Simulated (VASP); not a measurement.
Given:

```
Pd
1.0
    0.00000     1.98999     1.98999
    1.98999     0.00000     1.98999
    1.98999     1.98999     0.00000
Pd
1
Direct
  0.00000   0.00000   0.00000
```

Computed with RPBE GGA, VASP's PBE PAW potentials (set 64) (plane waves; VASP). Numerical set-up: 520 eV cut-off, Gaussian smearing of 0.050 eV, potentials Pd.

Q: Give the energies of bands 1 to 6 at the high-symmetry points, in eV from the Fermi level.

A: 
| band | Γ | X | U | L | W |
|---|---|---|---|---|---|
| 1 | -6.57 | -4.82 | -4.22 | -4.76 | -3.85 |
| 2 | -2.52 | -4.56 | -3.70 | -2.56 | -3.00 |
| 3 | -2.52 | -0.04 | -1.73 | -2.56 | -3.00 |
| 4 | -2.52 | 0.27 | -0.83 | -0.01 | -1.16 |
| 5 | -1.08 | 0.27 | -0.13 | -0.01 | 0.27 |
| 6 | -1.08 | 3.42 | 6.86 | 1.21 | 8.60 |

It has no gap at this level: it comes out as a metal or semimetal.

The compound is Pd in the fcc structure. It was relaxed first, which changed the volume by +7 %.
